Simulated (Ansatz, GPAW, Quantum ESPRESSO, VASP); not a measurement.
# HfO2: programs and potentials compared

```xyz
3
Lattice="0.0000 2.5575 2.5575 2.5575 0.0000 2.5575 2.5575 2.5575 0.0000" Properties=species:S:1:pos:R:3 pbc="T T T"
Hf    0.0000    0.0000    0.0000
O     3.8363    3.8363    3.8363
O     1.2788    1.2788    1.2788
```

Measurements of this composition are mostly on another form, of space group No. 14.

Alike in all runs: task single point; functional PBEsol; k mesh 9 × 9 × 9; occupations fermi-dirac, width 0.05 eV; no spin polarisation; no spin-orbit coupling. Pressure is positive in compression and, in plane waves, holds the error of the finite cutoff, which Ansatz's Pulay term estimates and takes out.

```csv
program and potentials,plane-wave cutoff (eV),notes,pressure (GPa)
"Ansatz, Ansatz PAW",420,"potentials made for PBE, which Ansatz adapts in part; 12.67 valence electrons an atom on average; Pulay term of +0.91 GPa included",-10.18
"GPAW, PAW data sets generated for this functional",800,8 valence electrons an atom on average,?
"Ansatz, all-electron LAPW, scalar-relativistic",-,-,-10.18
"Quantum ESPRESSO, GBRV 1.5 PBEsol",612,8 valence electrons an atom on average,-12.28
"VASP, PBE PAW files Hf_pv, O, 520 eV",520,potentials made for PBE; 7.33 valence electrons an atom on average,-13.55
```

Problem. Estimate from the other rows what the run with GPAW, PAW data sets generated for this functional gave.

Solution. Pressure -10.35 GPa. The other rows, which needn't bracket it: pressure -13.55 to -10.18.
